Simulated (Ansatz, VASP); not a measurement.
# Cross-check of AgCl between VASP and Ansatz, part 2 of 2

Aim: how closely do two programs agree when they are given the same cell, functional and k mesh? The cell is taken from a series of runs on this material, whose earlier steps may have relaxed, scaled, displaced or heated it; both programs get it as it stands.

VASP 6.6.1 and Ansatz 0.2.0.

So far: The starting structure; VASP: relaxation of cell and atoms, PBE; Ansatz: relaxation of cell and atoms, PBE; Side by side.

### Step 5. VASP: zone-centre phonons, PBE

Level of this step: PBE; plane waves and PAW (Ag, Cl) (VASP).

Second derivatives magnify differences that forces hide, and they need a tight electronic threshold.

Contents of INCAR:

```
SYSTEM = AgCl
PREC = Accurate
ENCUT = 500
EDIFF = 1E-08
NELM = 120
ISMEAR = 0
SIGMA = 0.01
LREAL = .FALSE.
ALGO = Normal
GGA = PE
NBANDS = 15
LASPH = .TRUE.
LORBIT = 11
LWAVE = .FALSE.
LCHARG = .FALSE.
ISIF = 2
IBRION = 8
LEPSILON = .TRUE.
GGA_COMPAT = .FALSE.
EFERMI = MIDGAP
KPAR = 2
```

Contents of POSCAR:

```
AgCl
1.0
    0.0000000000      2.8054300650      2.8054300650
    2.8054300650      0.0000000000      2.8054300650
    2.8054300650      2.8054300650      0.0000000000
Ag Cl
1 1
Direct
    0.0000000000      0.0000000000      0.0000000000
    0.5000000000      0.5000000000      0.5000000000
```

Contents of KPOINTS:

```
Automatic mesh
0
Gamma
8 8 8
0 0 0
```

The projector-augmented-wave data sets are Ag and Cl (PBE family, release 64).

Command:

```console
$ mpirun -np 2 vasp_std
```

Numbers of over 12 decimals in the logs are rounded to 6 here.

What it wrote:

```text
[... set-up lines as in an earlier step ...]
 entering main loop
       N       E                     dE             d eps       ncg     rms          rms(c)
DAV:   1     0.986876806922E+02    0.98688E+02   -0.84868E+03   894   0.104E+03
DAV:   2    -0.179787318332E+01   -0.10049E+03   -0.93053E+02  1080   0.229E+02
DAV:   3    -0.556422704748E+01   -0.37664E+01   -0.37569E+01  1059   0.468E+01
DAV:   4    -0.559154543158E+01   -0.27318E-01   -0.27316E-01  1150   0.435E+00
[...]
DAV:  13    -0.540122688576E+01    0.14445E-07   -0.12184E-07  1052   0.351E-03    0.124E-03
DAV:  14    -0.540122685816E+01    0.27602E-07   -0.10200E-08   885   0.748E-04    0.264E-04
DAV:  15    -0.540122686275E+01   -0.45966E-08   -0.61378E-10   652   0.215E-04
   1 F= -.54012269E+01 E0= -.54012269E+01  d E =0.000000E+00
 Linear response reoptimize wavefunctions to high precision
DAV:   1    -0.540122686576E+01   -0.30100E-08   -0.10627E-10   666   0.158E-04
DAV:   2    -0.540122686574E+01    0.20236E-10   -0.44028E-11   610   0.481E-05
 Linear response G [H, r] |phi>, progress :
  Direction:   1
[...]
RMM:  12    -0.303929277280E+00   -0.82442E-08   -0.11568E-08  2502   0.786E-05    0.214E-07
 first order change of Fermi-energy  -0.25616E-03
 force on displaced ion       1 direction 1 :  -0.797   0.000   0.000
 Born effective charge ion    1 direction 1 :   1.451   0.000   0.000
 Linear response progress:
  Degree of freedom:   2/  2
       N       E                     dE             d eps       ncg     rms          rms(c)
RMM:   1    -0.190984363131E+00   -0.19098E+00    0.44655E-02  3992   0.263E+00
RMM:   2    -0.190437315746E+00    0.54705E-03   -0.16021E-03  2727   0.292E-01    0.644E-02
RMM:   3    -0.190764379598E+00   -0.32706E-03   -0.44959E-05  2829   0.456E-02    0.346E-02
RMM:   4    -0.191140509567E+00   -0.37613E-03   -0.28178E-05  2828   0.316E-02    0.599E-03
[...]
RMM:  14    -0.191151820652E+00    0.20802E-08    0.18150E-07  1610   0.648E-05    0.611E-07
RMM:  15    -0.191151822813E+00   -0.21616E-08    0.18431E-07  1090   0.646E-05    0.219E-07
RMM:  16    -0.191151824677E+00   -0.18638E-08    0.18576E-07  1012   0.646E-05    0.210E-08
 first order change of Fermi-energy   0.65520E-03
 force on displaced ion       2 direction 1 :  -0.798   0.000   0.000
 Born effective charge ion    2 direction 1 :  -1.452   0.000   0.000
 Born effective charges drift removed
 Linear response finished
```

From OUTCAR (step 5):

```text
  Total       -0.0293766     -0.0293766     -0.0293766     -0.0000000     -0.0000000     -0.0000000
  in kB       -1.0658210     -1.0658210     -1.0658210     -0.0000000     -0.0000000     -0.0000000
  external PRESSURE =      -1.0658210 kB  Pullay stress =       0.0000000 kB

 POSITION                                       TOTAL-FORCE (eV/Angst)
 -----------------------------------------------------------------------------------
      0.00000      0.00000      0.00000        -0.000000      0.000000      0.000000
      2.80543      2.80543      2.80543         0.000000     -0.000000     -0.000000
 -----------------------------------------------------------------------------------
    total drift:                               -0.000000      0.000000      0.000000

 MACROSCOPIC STATIC DIELECTRIC TENSOR (including local field effects in DFT)
 ------------------------------------------------------
           4.943451    -0.000000    -0.000000
          -0.000000     4.943451     0.000000
           0.000000     0.000000     4.943451
 ------------------------------------------------------

 MACROSCOPIC STATIC DIELECTRIC TENSOR IONIC CONTRIBUTION
 ------------------------------------------------------
          10.833607    -0.000000     0.000000
          -0.000000    10.833607    -0.000000
           0.000000    -0.000000    10.833607
 ------------------------------------------------------

[... 1 part as in an earlier step ...]

[... 1 further part left out ...]
```

### Step 6. Ansatz: zone-centre phonons, PBE

The same cell, functional and mesh now go to Ansatz, which takes its cutoff from its data sets.

The cell is taken from a series of runs on this material, whose earlier steps may have relaxed, scaled, displaced or heated it; both programs get it as it stands.

Contents of input.yaml:

```yaml
crystal:
  lattice:
    - [0.0, 2.805430065, 2.805430065]
    - [2.805430065, 0.0, 2.805430065]
    - [2.805430065, 2.805430065, 0.0]
  atoms:
    - { symbol: Ag, position: [0.0, 0.0, 0.0] }
    - { symbol: Cl, position: [0.5, 0.5, 0.5] }
kpoints:
  mp_grid: { grid: [8, 8, 8] }
hamiltonian:
  xc: pbe
  pseudopotentials: { kind: nc, accuracy: standard }
scf:
  occupations: { method: fixed }
output:
  eigenvalues: true
phonons:
  method: dfpt
  dielectric: true
  rigid_motions: translations
```

Command:

```console
$ ansatz run input.yaml --threads 4 --pin off --max-ram 7168MiB --backend cpu --events-out ev --progress --plain --runs-dir out
```

What it wrote:

```text
[...]
Crystal: 2 atoms, lattice volume = 44.160 Å³
Basis set: ecut = 1115.666836 eV, 3719 PW (Γ), exchange–correlation on 90×90×90 points (8 copies of the dense FFT grid, shifted against one another)
Bands: 17, of which v1, the nominal top of the filled ones, is band 13 counted from 1 (12 counted from 0)
Symmetry: 48 space group operations
k-points: 59 of 512 (irreducible under 8 space group operations, time reversal used)
[...]
optical modes at Γ + LO–TO along q̂ = [1.0000, 0.0000, 0.0000]:
      ω (cm⁻¹)  modes    IR ((D/Å)²/amu)
[...]
optical modes at Γ + LO–TO along q̂ = [0.0000, 1.0000, 0.0000]:
      ω (cm⁻¹)  modes    IR ((D/Å)²/amu)
         92.68      2             3.6644
        162.45      1             1.8322
  optical modes at Γ + LO–TO along q̂ = [0.0000, 0.0000, 1.0000]:
      ω (cm⁻¹)  modes    IR ((D/Å)²/amu)
         92.68      2             3.6644
        162.45      1             1.8322
[key lines of the parts left out:]
SCF converged after 9 iterations
Free energy (F): -4665.360331 eV
Fermi energy:    7.559849 eV
```

### Step 7. Side by side

What differs besides the data sets and the points named for the pairs above, as far as they apply: VASP's response is taken on the typed mesh, Ansatz refines its own for the field response alone; the data sets hold 26 valence electrons in Ansatz (on norm-conserving files, of PseudoDojo where its log says so) and 18 in VASP. Total energies have different zeros and are not compared.

The two programs side by side:

```csv
quantity,Ansatz,VASP,difference
ε∞ xx,4.97,4.94,+0.57 %
ε∞ yy,4.97,4.94,+0.57 %
ε∞ zz,4.97,4.94,+0.57 %
Born charge of Ag1 (mean of the diagonal) (e),1.46,1.45,0.00
Born charge of Cl2 (mean of the diagonal) (e),-1.46,-1.45,0.00
optical mode 1 to 3 (cm⁻¹),92.7,90.2,+2.81 %
```

Modes are paired by rising frequency, not by their patterns, so a pair may set unlike modes beside each other; they are those without the splitting of longitudinal modes.

### Step 8. Outcome

```json
{
  "difference in volume (relaxation of cell and atoms, PBE)": "0.21 %",
  "r.m.s. difference of the optical zone-centre modes, each program's sorted by frequency (zone-centre phonons, PBE)": "2.5 cm⁻¹",
  "difference in optical mode 1 to 3 (zone-centre phonons, PBE)": "+2.8 %"
}
```

The difference in volume is 0.21 % (relaxation of cell and atoms, PBE), within the 1.2 % picked in this series as the mark of a large difference, as far as the stopping tolerances let one tell. The data sets hold unlike numbers of valence electrons (26 in Ansatz and 18 in VASP), so part of the differences comes from the potentials. Among the rows given in per cent, the largest difference of the zone-centre phonons, PBE pair is in optical mode 1 to 3, +2.8 %. How closely two codes agree says nothing of how well the functional describes the real material.

[Lines on the potential files, build, host, timing and source positions are cut from VASP's logs without a mark.]

[Logs are printed without paths, hosts, clocks, repeated set-up lines and the standing remarks that a program may print on its own settings, such as how far it seeks lower states.]

[Hosts, paths, dates, database ids (printed as entryN), source tags and the programs' standing remarks are cut or masked in the printed files.]
